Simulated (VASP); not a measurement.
```xyz
4
Lattice="-1.6817 1.6817 4.7704 1.6817 -1.6817 4.7704 1.6817 1.6817 -4.7704" Properties=species:S:1:pos:R:3 pbc="T T T"
Rh     0.0000     0.0000     7.0943
Rh     1.6817     0.0000     4.7091
Si     1.6817     1.6817    -3.1254
Si     0.0000     1.6817     4.0302
```

Calculation: PBEsol GGA with spin-orbit coupling, VASP's PBE PAW potentials (set 64) (plane waves; VASP). Run with 400 eV cut-off, 12×12×12 Γ-centred mesh, Gaussian smearing of 0.050 eV, potentials Rh_pv Si.

Question: Estimate the energy per atom (σ→0), band gap (over mesh and band path) with the smallest direct gap where there is one.

Answer: 
- band gap (over mesh and band path): none (metal, semimetal or under 0.01 eV)
- energy per atom (σ→0): -7.732 eV/atom

The structure was generated: SiRh was put into the NbAs type (I4_1md), which need not be its known phase. It was relaxed first.
